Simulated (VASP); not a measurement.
All values below come from revPBE GGA, VASP's PBE PAW potentials (set 64) (plane waves; VASP).

VASP ran on this input.

**KPOINTS**
```
Automatic mesh
0
Gamma
14 14 8
0 0 0
```

### INCAR
```
SYSTEM = Ru
PREC = Accurate; ENCUT = 520; LREAL = .False.
LASPH = .True.
EDIFF = 1E-6; NELM = 100; ALGO = Normal
LMAXMIX = 4
ISMEAR = 1; SIGMA = 0.1
GGA = RE
IBRION = 2; NSW = 60; ISIF = 3
EDIFFG = -0.01
LWAVE = .False.; LCHARG = .False.
```

POSCAR:
```
Ru
1.0
  1.3657723722  -2.3655872997   0.0000000000
  1.3657723722   2.3655872997   0.0000000000
  0.0000000000   0.0000000000   4.3040727055
Ru
2
direct
  0.3333330000   0.6666670000   0.2500000000
  0.6666670000   0.3333330000   0.7500000000
```

POTCAR, in this order: Ru_pv (PBE.64 set). Program: vasp_std.

**Question.** What does the run give for the energy per atom (σ→0), band gap (on the k-mesh)?

**Answer.** 
- energy per atom (σ→0) = -8.722 eV/atom
- band gap (on the k-mesh) = none (metal, semimetal or under 0.01 eV)

**OSZICAR**
```
...
DAV:   6    -0.175265372529E+02    0.12019E+01   -0.33007E+00  4360   0.191E+01    0.425E+00
DAV:   7    -0.174507553609E+02    0.75782E-01   -0.25179E-01  4430   0.477E+00    0.106E+00
DAV:   8    -0.174438369699E+02    0.69184E-02   -0.71064E-03  4530   0.983E-01    0.182E-01
DAV:   9    -0.174439164948E+02   -0.79525E-04   -0.50487E-04  5846   0.231E-01    0.582E-02
DAV:  10    -0.174439214727E+02   -0.49779E-05   -0.23381E-05  4604   0.532E-02    0.248E-02
DAV:  11    -0.174439291983E+02   -0.77255E-05   -0.15835E-06  3086   0.140E-02    0.206E-03
DAV:  12    -0.174439291482E+02    0.50052E-07   -0.78923E-08  2198   0.261E-03
   1 F= -.17443929E+02 E0= -.17443455E+02  d E =-.174439E+02
```

The compound is Ru in the hcp structure. It was relaxed first. The start is the result of an earlier pass.
